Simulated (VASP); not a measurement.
Computed with PBE GGA, VASP's PBE PAW potentials (set 64) (plane waves; VASP 6.6.1).

The input files of a VASP run:

### INCAR
```
! general
SYSTEM   = Na2S
PREC     = Accurate
ENCUT    = 400   ! plane-wave cut-off (eV)
LREAL    = F   ! projection in real space or not
LASPH    = T
KSPACING = 0.5
KGAMMA   = T

! electronic loop
EDIFF    = 1E-6
NELM     = 100   ! most electronic steps
ALGO     = Normal

! smearing
ISMEAR   = 0
SIGMA    = 0.05   ! width (eV)

! functional
GGA      = PE

! ions
ISIF     = 2   ! forces and stress, cell fixed

! output
LWAVE    = F
LCHARG   = F
```

POSCAR:
```
Na2S
1
    0.0000000000     3.3052350000     3.2603140000
    3.2590900000     0.0000000000     3.2603140000
    3.2590900000     3.3052350000     0.0000000000
Na S
2 1
Direct
  0.2500000000   0.2500000000   0.2500000000
  0.7500000000   0.7500000000   0.7500000000
 -0.0113440000   0.0113440000   0.0113440000
```

POTCAR, in this order: Na_pv S (PBE.64 set). Program: vasp_std.

Gaps are read on the run's mesh, which can miss a band edge.

### Question
Estimate the energy per atom (σ→0), largest force, band gap (on the k-mesh).

### Answer

| Item | Result |
|---|---|
| energy per atom (σ→0) | -3.321 eV/atom |
| band gap (on the k-mesh) | 2.46 eV |
| largest force | 0.207 eV/Å |

File OSZICAR:
```
...
DAV:   8    -0.996102310109E+01   -0.91300E-02   -0.18001E-02   534   0.127E+00    0.577E-01
DAV:   9    -0.996102341459E+01   -0.31349E-06   -0.30039E-04   660   0.161E-01    0.488E-01
DAV:  10    -0.996287432515E+01   -0.18509E-02   -0.49637E-03   552   0.442E-01    0.193E-01
DAV:  11    -0.996287467525E+01   -0.35010E-06   -0.18694E-04   594   0.107E-01    0.913E-02
DAV:  12    -0.996289407318E+01   -0.19398E-04   -0.52928E-05   558   0.541E-02    0.600E-03
DAV:  13    -0.996290182966E+01   -0.77565E-05   -0.27456E-05   576   0.353E-02    0.170E-02
DAV:  14    -0.996290154718E+01    0.28249E-06   -0.13270E-06   502   0.931E-03
   1 F= -.99629015E+01 E0= -.99629015E+01  d E =-.149513E-11
```

The compound is Na2S in the antifluorite structure. The cell was not relaxed at this level, atoms are displaced from their ideal sites. The run is one of a series of settings (KGAMMA = .TRUE., KSPACING = 0.5, KPOINTS file removed against the base run), some of them coarse on purpose.
